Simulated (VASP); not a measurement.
Computed with PBE GGA, VASP's PBE PAW potentials (set 64) (plane waves; VASP).

Input for VASP

KPOINTS:
```
Automatic mesh
0
Gamma
5 5 5
0 0 0
```

**INCAR**
```
# general
SYSTEM =NaTc2
PREC   =Accurate
ENCUT  =300
LREAL  =.False.
LASPH  =.True.

# electronic loop
EDIFF  =1E-6
NELM   =100
ALGO   =Normal
LMAXMIX=4

# smearing
ISMEAR =-1
SIGMA  =0.1

# functional
GGA    =PE

# ions
ISIF   =2

# output
LWAVE  =.False.
LCHARG =.False.
```

File POSCAR:
```
NaTc2
7.6806120
  0.0000000000   0.5000000000   0.5000000000
  0.5000000000   0.0000000000   0.5000000000
  0.5000000000   0.5000000000   0.0000000000
Tc Na
4 2
Cart
  0.1250000000   0.1250000000   0.1250000000
  0.1250000000   0.3750000000   0.3750000000
  0.3750000000   0.1250000000   0.3750000000
  0.3750000000   0.3750000000   0.1250000000
  0.7500000000   0.7500000000   0.7500000000
  0.5000000000   0.5000000000   0.5000000000
```

POTCAR, in this order: Tc_pv Na_pv (PBE.64 set). Program: vasp_std.

Output of the run:

OSZICAR:
```
       N       E                     dE             d eps       ncg     rms          rms(c)
DAV:   1     0.758845191903E+03    0.75885E+03   -0.29362E+04   876   0.133E+03
DAV:   2    -0.278812417500E+01   -0.76163E+03   -0.74556E+03   843   0.457E+02
DAV:   3    -0.398670962100E+02   -0.37079E+02   -0.35108E+02   970   0.116E+02
DAV:   4    -0.415533192743E+02   -0.16862E+01   -0.16143E+01  1024   0.203E+01
DAV:   5    -0.416061133398E+02   -0.52794E-01   -0.52490E-01   978   0.338E+00    0.230E+01
DAV:   6    -0.391525217244E+02    0.24536E+01   -0.11852E+01   931   0.174E+01    0.493E+00
DAV:   7    -0.390446474915E+02    0.10787E+00   -0.42697E-01   988   0.311E+00    0.212E+00
DAV:   8    -0.390071167368E+02    0.37531E-01   -0.76428E-02   922   0.138E+00    0.245E-01
DAV:   9    -0.390066804253E+02    0.43631E-03   -0.47204E-03   980   0.401E-01    0.138E-01
DAV:  10    -0.390067145400E+02   -0.34115E-04   -0.44336E-04   923   0.132E-01    0.482E-02
DAV:  11    -0.390067155512E+02   -0.10112E-05   -0.44700E-05  1108   0.500E-02    0.922E-03
DAV:  12    -0.390067149638E+02    0.58739E-06   -0.73063E-06   763   0.158E-02
   1 F= -.39006715E+02 E0= -.38880805E+02  d E =-.251820E+00
```

### OUTCAR
```
------------------------ aborting loop because EDIFF is reached ----------------------------------------
  FORCE on cell =-STRESS in cart. coord.  units (eV):
  Direction    XX          YY          ZZ          XY          YZ          ZX
  --------------------------------------------------------------------------------------
  Total       -7.1171977     -7.1171977     -7.1171977      0.0000000      0.0000000      0.0000000
  in kB     -100.6681583   -100.6681583   -100.6681583      0.0000000      0.0000000      0.0000000
  external PRESSURE =    -100.6681583 kB  Pullay stress =       0.0000000 kB
  volume of cell :      113.27
      direct lattice vectors                 reciprocal lattice vectors
     0.000000000  3.840306000  3.840306000    -0.130197958  0.130197958  0.130197958
     3.840306000  0.000000000  3.840306000     0.130197958 -0.130197958  0.130197958
     3.840306000  3.840306000  0.000000000     0.130197958  0.130197958 -0.130197958
 POSITION                                       TOTAL-FORCE (eV/Angst)
 -----------------------------------------------------------------------------------
      0.96008      0.96008      0.96008        -0.000000      0.000000     -0.000000
      0.96008      2.88023      2.88023        -0.000000      0.000000     -0.000000
      2.88023      0.96008      2.88023        -0.000000      0.000000     -0.000000
      2.88023      2.88023      0.96008        -0.000000      0.000000     -0.000000
      5.76046      5.76046      5.76046        -0.000000     -0.000000     -0.000000
      3.84031      3.84031      3.84031         0.000000      0.000000      0.000000
 -----------------------------------------------------------------------------------
    total drift:                                0.000000      0.000000      0.000000
  FREE ENERGIE OF THE ION-ELECTRON SYSTEM (eV)
  ---------------------------------------------------
  free  energy   TOTEN  =       -39.0067149638 eV

  energy  without entropy=      -38.7548946497  energy(sigma->0) =      -38.88080481
```
(Selected blocks of OUTCAR.)

At this cut-off the stress carries a Pulay error, which pulls relaxed volumes low.

The structure was generated: NaTc2 was put into an ordered model structure, which need not be its known phase. The cell was not relaxed at this level.
